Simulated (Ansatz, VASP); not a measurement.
# SnTe in two plane-wave programs

Wanted: the spread between two codes on one cell, functional and k mesh. The cell is taken from a series of runs on this material, whose earlier steps may have relaxed, scaled, displaced or heated it; both programs get it as it stands.

Program: Ansatz 0.2.0. Level of theory: plane waves, with VASP 6.6.1 beside it; zone-centre phonons at LDA. Results are calculated unless marked as measured.

### 1. Set-up

The structure is cubic, space group Fm-3m (No. 225). The conventional cell has a = 6.236 Å, b = 6.236 Å, c = 6.236 Å, α = 90.00°, β = 90.00°, γ = 90.00°. Nearest to Sn lie 6 Te at 3.12 Å. Nearest to Te lie 6 Sn at 3.12 Å. Farther neighbours and most contacts between anions are not listed.

As a file:

```xyz
2
Lattice="0.0000 3.1178 3.1178 3.1178 0.0000 3.1178 3.1178 3.1178 0.0000" Properties=species:S:1:pos:R:3 pbc="T T T"
Sn    0.0000    0.0000    0.0000
Te    3.1178    3.1178    3.1178
```

### 2. VASP: zone-centre phonons, LDA

Second derivatives magnify differences that forces hide, and they need a tight electronic threshold.

Lines of VASP's logs that name or quote its potential files are left out, and so is its time.

The input, INCAR:

```
SYSTEM = SnTe
PREC = Accurate
ENCUT = 500
EDIFF = 1E-08
NELM = 120
ISMEAR = -1
SIGMA = 0.03
LREAL = .FALSE.
ALGO = Normal
GGA = CA
NELECT = 19.987877
NBANDS = 15
LORBIT = 11
LWAVE = .FALSE.
LCHARG = .FALSE.
ISIF = 2
IBRION = 8
LASPH = .TRUE.
GGA_COMPAT = .FALSE.
KPAR = 2
```

The input, POSCAR:

```
SnTe
1.0
    0.0000000000      3.1178452154      3.1178452154
    3.1178452154      0.0000000000      3.1178452154
    3.1178452154      3.1178452154      0.0000000000
Sn Te
1 1
Direct
    0.0000000000      0.0000000000      0.0000000000
    0.5000000000      0.5000000000      0.5000000000
```

The input, KPOINTS:

```
Automatic mesh
0
Gamma
24 24 24
0 0 0
```

The projector-augmented-wave data sets are Sn_d and Te (LDA family, release 64).

On the command line:

```bash
mpirun -np 2 vasp_std
```

Numbers of over 12 decimals in the logs are rounded to 6 here.

What it wrote:

```text
[banner, memory and clock lines left out]
running    2 mpi-ranks, on    1 nodes
 distrk:  each k-point on    1 cores,    2 groups
 distr:  one band on    1 cores,    1 groups

 POSCAR found type information on POSCAR SnTe
 POSCAR found :  2 types and       2 ions
 LDA part: xc-table for (Slater(with rela. corr.)+CA(PZ))
 , standard interpolation
 POSCAR, INCAR and KPOINTS ok, starting setup
 FFT: planning ... GRIDC
 FFT: planning ... GRID_SOFT
 FFT: planning ... GRID
 WAVECAR not read
 entering main loop
       N       E                     dE             d eps       ncg     rms          rms(c)
DAV:   1     0.121582985275E+03    0.12158E+03   -0.89747E+03 12530   0.141E+03
DAV:   2     0.140788545175E+01   -0.12018E+03   -0.11764E+03 13517   0.359E+02
DAV:   3    -0.869007560579E+01   -0.10098E+02   -0.10024E+02 15946   0.929E+01
DAV:   4    -0.896081162402E+01   -0.27074E+00   -0.27065E+00 14474   0.167E+01
DAV:   5    -0.897289293164E+01   -0.12081E-01   -0.12081E-01 18667   0.326E+00BRMIX: very serious problems
 the old and the new charge density differ
 old charge density:    20.00000 new   19.98788
BRMIX: very serious problems
 the old and the new charge density differ
 old charge density:    20.00000 new   19.98788
    0.487E+00
DAV:   6    -0.892189690133E+01    0.50996E-01   -0.10745E-01 18101   0.258E+00    0.305E+00
DAV:   7    -0.891733682479E+01    0.45601E-02   -0.38844E-02 16170   0.116E+00    0.684E-01
DAV:   8    -0.891643697461E+01    0.89985E-03   -0.64169E-03 15472   0.705E-01    0.138E-01
DAV:   9    -0.891646717142E+01   -0.30197E-04   -0.55820E-04 17508   0.231E-01    0.506E-02
DAV:  10    -0.891644833680E+01    0.18835E-04   -0.58681E-05 15865   0.726E-02    0.248E-02
DAV:  11    -0.891644801281E+01    0.32398E-06   -0.27840E-05 16408   0.431E-02    0.179E-02
DAV:  12    -0.891644747897E+01    0.53385E-06   -0.30268E-06 15323   0.138E-02    0.104E-02
DAV:  13    -0.891644746689E+01    0.12077E-07   -0.17865E-07 15953   0.253E-03    0.602E-03
DAV:  14    -0.891644743597E+01    0.30920E-07   -0.68958E-08 15554   0.353E-03    0.305E-03
DAV:  15    -0.891644743270E+01    0.32651E-08   -0.28142E-08 13825   0.957E-04
   1 F= -.89164474E+01 E0= -.89161862E+01  d E =-.522451E-03
 Linear response reoptimize wavefunctions to high precision
DAV:   1    -0.891644743257E+01    0.13461E-09   -0.18931E-09 10569   0.360E-04
DAV:   2    -0.891644743260E+01   -0.31832E-10   -0.22561E-10  8057   0.111E-04
 Linear response DOF=           2
 Linear response progress:
  Degree of freedom:   1/  2
       N       E                     dE             d eps       ncg     rms          rms(c)
RMM:   1    -0.217612021476E+00   -0.21761E+00    0.33505E-01 38869   0.113E+01
RMM:   2    -0.222990817893E+00   -0.53788E-02   -0.12354E-02 56066   0.941E-01    0.850E-02
RMM:   3    -0.222843635432E+00    0.14718E-03   -0.94611E-04 61545   0.264E-01    0.447E-02
RMM:   4    -0.222579048395E+00    0.26459E-03   -0.88560E-05 61275   0.797E-02    0.843E-03
RMM:   5    -0.222576768552E+00    0.22798E-05   -0.80202E-06 62939   0.249E-02    0.391E-03
RMM:   6    -0.222583365236E+00   -0.65967E-05   -0.13171E-06 62226   0.866E-03    0.132E-03
RMM:   7    -0.222583647319E+00   -0.28208E-06   -0.33459E-07 64038   0.345E-03    0.799E-04
RMM:   8    -0.222581584635E+00    0.20627E-05    0.23647E-07 62359   0.153E-03    0.170E-04
RMM:   9    -0.222581578940E+00    0.56947E-08    0.27893E-07 66405   0.709E-04    0.238E-04
RMM:  10    -0.222581414390E+00    0.16455E-06    0.52256E-07 65294   0.350E-04    0.190E-04
RMM:  11    -0.222581470428E+00   -0.56038E-07    0.39416E-07 68855   0.184E-04    0.322E-04
RMM:  12    -0.222581126455E+00    0.34397E-06    0.21496E-07 62279   0.127E-04    0.133E-04
RMM:  13    -0.222581013202E+00    0.11325E-06    0.10462E-07 65855   0.695E-05    0.466E-05
RMM:  14    -0.222580973936E+00    0.39266E-07    0.47832E-08 65627   0.398E-05    0.238E-05
RMM:  15    -0.222580927837E+00    0.46100E-07    0.26165E-08 61163   0.278E-05    0.294E-06
RMM:  16    -0.222580911219E+00    0.16618E-07    0.12184E-08 60815   0.206E-05    0.346E-06
RMM:  17    -0.222580914265E+00   -0.30462E-08    0.51788E-09 44555   0.164E-05    0.618E-07
 first order change of Fermi-energy  -0.28551E-04
 force on displaced ion       1 direction 1 :  -0.399   0.000   0.000
 Linear response progress:
  Degree of freedom:   2/  2
       N       E                     dE             d eps       ncg     rms          rms(c)
RMM:   1    -0.479264870378E-01   -0.47926E-01    0.63607E-02 67709   0.943E-01
RMM:   2    -0.483256665120E-01   -0.39918E-03   -0.20774E-03 59557   0.238E-01    0.683E-02
RMM:   3    -0.484689102585E-01   -0.14324E-03   -0.17291E-04 59872   0.703E-02    0.497E-02
RMM:   4    -0.486865526234E-01   -0.21764E-03   -0.26304E-05 58927   0.346E-02    0.612E-03
RMM:   5    -0.486963702768E-01   -0.98177E-05   -0.11820E-06 60729   0.842E-03    0.306E-03
RMM:   6    -0.486978265959E-01   -0.14563E-05   -0.10626E-07 59328   0.245E-03    0.797E-04
RMM:   7    -0.486959285189E-01    0.18981E-05   -0.32054E-09 61235   0.526E-04    0.117E-04
RMM:   8    -0.486961246843E-01   -0.19617E-06   -0.24761E-07 58677   0.179E-04    0.343E-05
RMM:   9    -0.486961634440E-01   -0.38760E-07    0.19175E-07 63758   0.653E-05    0.175E-05
RMM:  10    -0.486961828904E-01   -0.19446E-07    0.47474E-07 65152   0.217E-05    0.360E-06
RMM:  11    -0.486961601260E-01    0.22764E-07    0.40766E-08 61061   0.100E-05    0.866E-07
RMM:  12    -0.486961626026E-01   -0.24766E-08    0.59407E-09 46104   0.693E-06    0.256E-07
 first order change of Fermi-energy   0.27795E-03
 force on displaced ion       2 direction 1 :  -0.379   0.000   0.000
 Linear response finished
```

OUTCAR, selected parts (step 2):

```text
NELECT = 19.987877

 ion  position               nearest neighbor table
   1  0.000  0.000  0.000-   2 3.12   2 3.12   2 3.12   2 3.12   2 3.12   2 3.12
   2  0.500  0.500  0.500-   1 3.12   1 3.12   1 3.12   1 3.12   1 3.12   1 3.12

  LATTYP: Found a face centered cubic cell.
 ALAT       =     6.2356904308

 Subroutine GETGRP returns: Found 48 space group operations
 (whereof 48 operations were pure point group operations)

The static configuration has the point symmetry O_h .

 Found    413 irreducible k-points:

   k-points           NKPTS =    413   k-points in BZ     NKDIM =    413   number of bands    NBANDS=     15

   dimension x,y,z NGX =    32 NGY =   32 NGZ =   32
   dimension x,y,z NGXF=    64 NGYF=   64 NGZF=   64

   ENCUT  =  500.0 eV  36.75 Ry    6.06 a.u.   8.04  8.04  8.04*2*pi/ulx,y,z

 k-points in reciprocal lattice and weights: Automatic mesh
   0.00000000  0.00000000  0.00000000       0.000
   0.04166667  0.00000000  0.00000000       0.001
   0.08333333  0.00000000  0.00000000       0.001
   0.12500000  0.00000000  0.00000000       0.001
   0.16666667  0.00000000  0.00000000       0.001
   0.20833333  0.00000000  0.00000000       0.001
   0.25000000  0.00000000  0.00000000       0.001
   0.29166667  0.00000000  0.00000000       0.001
   0.33333333  0.00000000  0.00000000       0.001
[...]
-0.29166667  0.50000000  0.20833333       0.001
  -0.25000000  0.50000000  0.25000000       0.000

 average (electrostatic) potential at core
       1-100.0332       2 -88.3957

  Total       -0.1431683     -0.1431683     -0.1431683     -0.0000000     -0.0000000     -0.0000000
  in kB       -3.7841108     -3.7841108     -3.7841108     -0.0000000     -0.0000000     -0.0000000
  external PRESSURE =      -3.7841108 kB  Pullay stress =       0.0000000 kB

  energy-cutoff  :      500.00
  volume of cell :       60.62
      direct lattice vectors                 reciprocal lattice vectors
     0.000000000  3.117845215  3.117845215    -0.160367166  0.160367166  0.160367166
     3.117845215  0.000000000  3.117845215     0.160367166 -0.160367166  0.160367166
     3.117845215  3.117845215  0.000000000     0.160367166  0.160367166 -0.160367166

 POSITION                                       TOTAL-FORCE (eV/Angst)
 -----------------------------------------------------------------------------------
      0.00000      0.00000      0.00000        -0.000000     -0.000000     -0.000000
      3.11785      3.11785      3.11785         0.000000      0.000000      0.000000
 -----------------------------------------------------------------------------------
    total drift:                                0.000000     -0.000000     -0.000000

 Eigenvectors and eigenvalues of the dynamical matrix
 ----------------------------------------------------

   1 f  =    1.244279 THz     7.818034 2PiTHz   41.504671 cm-1     5.145921 meV
             X         Y         Z           dx          dy          dz
      0.000000  0.000000  0.000000     0.728867    0.000000    0.000000
      3.117845  3.117845  3.117845    -0.684656    0.000000    0.000000

   2 f  =    1.244279 THz     7.818034 2PiTHz   41.504671 cm-1     5.145921 meV
             X         Y         Z           dx          dy          dz
      0.000000  0.000000  0.000000    -0.000000   -0.000000   -0.728867
      3.117845  3.117845  3.117845    -0.000000   -0.000000    0.684656

   3 f  =    1.244279 THz     7.818034 2PiTHz   41.504671 cm-1     5.145921 meV
             X         Y         Z           dx          dy          dz
      0.000000  0.000000  0.000000    -0.000000   -0.728867    0.000000
      3.117845  3.117845  3.117845    -0.000000    0.684656    0.000000

   4 f/i=    0.016446 THz     0.103334 2PiTHz    0.548581 cm-1     0.068015 meV
             X         Y         Z           dx          dy          dz
      0.000000  0.000000  0.000000     0.245160   -0.535121   -0.349708
      3.117845  3.117845  3.117845     0.260991   -0.569675   -0.372290

   5 f/i=    0.016446 THz     0.103334 2PiTHz    0.548581 cm-1     0.068015 meV
             X         Y         Z           dx          dy          dz
      0.000000  0.000000  0.000000     0.086119    0.398777   -0.549831
      3.117845  3.117845  3.117845     0.091680    0.424527   -0.585336

   6 f/i=    0.016446 THz     0.103334 2PiTHz    0.548581 cm-1     0.068015 meV
             X         Y         Z           dx          dy          dz
      0.000000  0.000000  0.000000    -0.633430   -0.152895   -0.210103
      3.117845  3.117845  3.117845    -0.674333   -0.162768   -0.223671

 ELASTIC MODULI CONTR FROM IONIC RELAXATION (kBar)
 Direction    XX          YY          ZZ          XY          YZ          ZX
 --------------------------------------------------------------------------------
 XX           0.0000      0.0000      0.0000      0.0000      0.0000      0.0000
 YY           0.0000      0.0000      0.0000      0.0000      0.0000      0.0000
 ZZ           0.0000      0.0000      0.0000      0.0000      0.0000      0.0000
 XY           0.0000      0.0000      0.0000      0.0000      0.0000      0.0000
 YZ           0.0000      0.0000      0.0000      0.0000      0.0000      0.0000
 ZX           0.0000      0.0000      0.0000      0.0000      0.0000      0.0000
 --------------------------------------------------------------------------------
```

The cell is charged against a uniform background. Energies printed during the response cycles are not total energies of the cell.

### 3. Ansatz: zone-centre phonons, LDA

Ansatz runs on its PAW soft_1 files.

The same cell, functional (in two slightly different forms), mesh and smearing now go to Ansatz, which takes its cutoff from its data sets.

The input, input.yaml:

```yaml
crystal:
  lattice:
    - [0.0, 3.1178452154, 3.1178452154]
    - [3.1178452154, 0.0, 3.1178452154]
    - [3.1178452154, 3.1178452154, 0.0]
  atoms:
    - { symbol: Sn, position: [0.0, 0.0, 0.0] }
    - { symbol: Te, position: [0.5, 0.5, 0.5] }
total_charge: 0.012123
kpoints:
  mp_grid: { grid: [24, 24, 24] }
hamiltonian:
  xc: lda
  pseudopotentials: { kind: paw, azcp: { folder: soft_1 }, xc_functional: pbe }
scf:
  occupations: { method: fermi_dirac, width: 0.03 }
output:
  eigenvalues: true
phonons:
  method: dfpt
```

On the command line:

```bash
ansatz run input.yaml --threads 8 --pin off --max-ram 16384MiB --backend cpu --events-out ev --progress --plain --runs-dir out
```

What it wrote:

```text
Engine: ansatz 0.2.0, aarch64-unknown-linux-gnu
Pseudopotentials: kind: paw
Pseudopotential: Sn, paw, valence charge 14, recommended cutoff 420 eV (normal), soft_1/Sn.paw.azcp
Pseudopotential: Te, paw, valence charge 16, recommended cutoff 420 eV (normal), soft_1/Te.paw.azcp
Functional definition: SPW92
  exchange = slater_x
  correlation = pw_c
Crystal: 2 atoms, lattice volume = 60.617 Å³
Basis set: ecut = 420 eV, 1243 PW (Γ), exchange–correlation on 60×60×60 points (8 copies of the dense FFT grid, shifted against one another)
Bands: 19, of which v1, the nominal top of the filled ones, is band 15 counted from 1 (14 counted from 0)
Symmetry: 48 space group operations
k-points: 1063 of 13824 (irreducible under 8 space group operations, time reversal used)
Non-local potential: Sn, projectors of the file, l = 0: 2, l = 1: 2, l = 2: 2, l = 3: 1
Non-local potential: Te, projectors of the file, l = 0: 2, l = 1: 2, l = 2: 2, l = 3: 1
PAW form: soft (Blöchl's): semilocal exchange-correlation on the pseudo side does not see the compensation charge
PAW frozen core: Sn, regenerated for the run's functional, and the local potential with it (the file was generated under x = pbe(κ = 0.804, μ = 0.219515), c = pbe(β = 0.066725))
PAW frozen core: Te, regenerated for the run's functional, and the local potential with it (the file was generated under x = pbe(κ = 0.804, μ = 0.219515), c = pbe(β = 0.066725))
PAW one-centre angular grid: Sn, 590 points (default); XC on 64 Gauss nodes
PAW one-centre angular grid: Te, 590 points (default); XC on 64 Gauss nodes
Initial density: superposition of atomic densities (chi_scale 0.1, normalization cell, long waves kept (reshape's long-wave potential 0.00 eV rms))
Initial wavefunctions: pseudopotential atomic-orbital guess
Functional: x = slater, c = lda
SCF iter   1: F=—  HF=-12707.540505 eV  |F-HF|=—  |Δ(HF+E_count)|=         —  Δρ=1.06e-2  dr2=7.50e-2  ethr=3.10e-3  ⟨swp⟩=7.6  Hψ=122052  notcnv=0
preconditioner: auto → Kerker (q_TF=auto, 2.426 Å⁻¹)  [metal: Δε(μ)=0.019 eV  Ē_g=8.846 eV  σ=0.030 eV  W_gap=0.16  n_scr=14 (ndim 8)  ℏωp=15.1 eV  f_vac=0.000  D(μ)=0.18/eV (n_scr^D=0)]
SCF iter   2: F=—  HF=-12707.532407 eV  |F-HF|=—  |Δ(HF+E_count)|=   8.10e-3  Δρ=6.98e-3  dr2=3.57e-2  ethr=2.50e-4  ⟨swp⟩=2.0  Hψ=32243  notcnv=0
SCF iter   3: F=—  HF=-12707.526858 eV  |F-HF|=—  |Δ(HF+E_count)|=   5.55e-3  Δρ=1.28e-3  dr2=1.60e-3  ethr=1.19e-4  ⟨swp⟩=2.4  Hψ=30599  notcnv=0
SCF iter   4: F=—  HF=-12707.526990 eV  |F-HF|=—  |Δ(HF+E_count)|=   1.31e-4  Δρ=4.11e-4  dr2=1.73e-4  ethr=5.35e-6  ⟨swp⟩=2.1  Hψ=26417  notcnv=0
SCF iter   5: F=—  HF=-12707.527010 eV  |F-HF|=—  |Δ(HF+E_count)|=   2.03e-5  Δρ=1.62e-4  dr2=2.21e-5  ethr=5.76e-7  ⟨swp⟩=2.0  Hψ=35620  notcnv=0
SCF iter   6: F=—  HF=-12707.527000 eV  |F-HF|=—  |Δ(HF+E_count)|=   1.01e-5  Δρ=4.13e-5  dr2=1.14e-6  ethr=7.35e-8  ⟨swp⟩=2.0  Hψ=36156  notcnv=0
SCF iter   7: F=—  HF=-12707.527000 eV  |F-HF|=—  |Δ(HF+E_count)|=   2.92e-8  Δρ=1.05e-5  dr2=4.40e-8  ethr=3.81e-9  ⟨swp⟩=2.0  Hψ=30797  notcnv=0
SCF iter   8: F=—  HF=-12707.527000 eV  |F-HF|=—  |Δ(HF+E_count)|=   9.09e-9  Δρ=3.94e-6  dr2=1.01e-8  ethr=1.47e-10  ⟨swp⟩=2.0  Hψ=31777  notcnv=0
SCF iter   9: F=—  HF=-12707.527000 eV  |F-HF|=—  |Δ(HF+E_count)|=   6.82e-9  Δρ=4.42e-7  dr2=8.14e-11  ethr=3.37e-11  ⟨swp⟩=2.0  Hψ=36140  notcnv=0
SCF iter  10: F=-12707.527000 eV  HF=-12707.527000 eV  |F-HF|=9.09e-12  |Δ(HF+E_count)|=  4.00e-11  Δρ=1.00e-7  dr2=9.95e-12  ethr=1.00e-12  ⟨swp⟩=7.2  Hψ=101588  notcnv=0
SCF 1 converged in 10 iterations: F = -12707.527000 eV  dr2 = 9.95e-12
  greatest PAW one-centre occupation: 0.999 electrons in one spin orbital (limit 2), on the Te atom at site 1 (counted from 0), in its partial waves of l = 2
DFPT response loops at Γ: preconditioner auto → Kerker (q_TF=auto, 2.426 Å⁻¹) (partly filled bands, converged f_vac=0.005); β = 1.00, the filter's whole step (`scf.mixing.beta` (0.50) is not read by the response loops under this deck's `scf.mixing.preconditioner`; to damp them name `kerker` or `kerker_dos`, under which they read `scf.mixing.beta`, and type it under 1.00, their step now; both keys bind the ground state too); Broyden in place of MSR1
SCF converged after 10 iterations
Free energy (F): -12707.527000 eV
Harris-Foulkes:  -12707.527000 eV  (|F-HF|=9.09e-12)
Internal energy: -12707.526477 eV  (E = F + TS)
E sigma→0 (E₀):  -12707.526738 eV
Entropy (-TS):   -0.000523 eV (-0.261 meV/atom)
Fermi energy:    9.574834 eV
--- Per-component energies (eV) ---
  E_band       = -348.508261
  E_kinetic    = 341.722552
  E_local      = -2644.228208  (includes V_loc(G=0)·N_el)
  E_nonlocal   = 221.373716
  E_hartree    = 1319.574899
  E_xc         = -247.525241
  E_vxc        = -184.227822  (∫ρ·V_xc dr)
  E_paw        = -8743.088990  (= ΣΔE_a)
  E_vpaw       = -722.298640  (= ΣTr[D̂ρ^β])
  E_aug_tail   = 0.000349  (compensation charges beyond the density's cutoff)
  E_ewald      = -2956.459087
  E_core_change = 1.103533  (= ΣΔE_core)
  E_smearing   = -0.000523  (= −TS)
  E_closure    = -0.000000  (closes the sum)
  E_deformation_potential = 0.179879  (in the stress; not in F)
  Σ components = -12707.527000   (vs F -12707.527000, Δ=0.00e0)
--- Band table (eV; the first three rows and the last of 1063) ---
  k-point 0: bands = [... 11 lower, 5.1294, 7.6513, 7.6513, 7.6513, 13.2115, 13.2115, 13.2115, 14.6368]
  k-point 1: bands = [... 11 lower, 5.0268, 7.6538, 7.6538, 7.7288, 13.1158, 13.1158, 13.1197, 14.6087]
  k-point 2: bands = [... 11 lower, 4.7545, 7.6617, 7.6617, 7.9258, 12.8642, 12.8642, 12.8777, 14.5567]
  k-point 1062: bands = [... 11 lower, 2.2971, 4.8520, 4.8520, 9.0373, 10.6589, 14.4929, 14.4929, 16.0037]
--- Phonons (Γ-DFPT): 2 representative perturbations + reference, on 1063 of 13824 k-points (Σ response iterations 6) ---
  k mesh reduced under 8 symmetry operations, with k and −k counted as one. Each operation leaves every solved perturbation unchanged. A smaller set is not used because it would not reduce the number of displacements times k-points to solve
  ASR residual: 1.317e-4 → 0.000e0 eV/Å²; symmetrization residual: 5.459e-6 eV/Å²
  ASR residual per site (eV/Å²): 1.32e-4 1.55e-6
  Γ frequencies (cm⁻¹): 0.00 0.00 0.00 36.94 36.94 36.94
  non-analytic LO–TO correction: not included (Born effective charges unavailable; polar crystals: no LO–TO splitting at Γ)
```

### 4. Differences

Known differences besides the potentials themselves: the two LDA forms differ slightly; the cutoff is 420 eV in Ansatz and 500 eV in VASP; VASP's log shows a relativistic correction to its local exchange, Ansatz's none. Total energies have different zeros and are not compared.

The two programs side by side:

```tsv
quantity	Ansatz	VASP	difference
optical mode 1 to 3 (cm⁻¹)	36.9	41.5	-4.6
```

Modes are paired by rising frequency, not by their patterns, so a pair may set unlike modes beside each other; they are those without the splitting of longitudinal modes. The cell carries a charge of +0.012123 e against a uniform background, so its pressure also hangs on how the neutralising background is counted, and in a defect's cell a gap may be the spacing between its levels.

### 5. Summary of results

| Item | Value |
| --- | --- |
| r.m.s. difference of the optical zone-centre modes, each program's sorted by frequency (zone-centre phonons, LDA) | 4.6 cm⁻¹ |

In words: The r.m.s. difference of the optical zone-centre modes, each program's sorted by frequency is 4.6 cm⁻¹ (zone-centre phonons, LDA). The data sets hold unlike numbers of valence electrons (29.9879 in Ansatz and 19.9879 in VASP), so part of the differences comes from the potentials. Such differences can come from data sets, numerical settings and the points named under the comparisons, not from the functional's error against experiment.

[Lines on the potential files, build, host, timing and source positions are cut from VASP's logs without a mark.]

[Logs are printed without paths, hosts, clocks, repeated set-up lines and the standing remarks that a program may print on its own settings, such as how far it seeks lower states.]

[Hosts, paths, dates, database ids (printed as entryN), source tags and the programs' standing remarks are cut or masked in the printed files.]
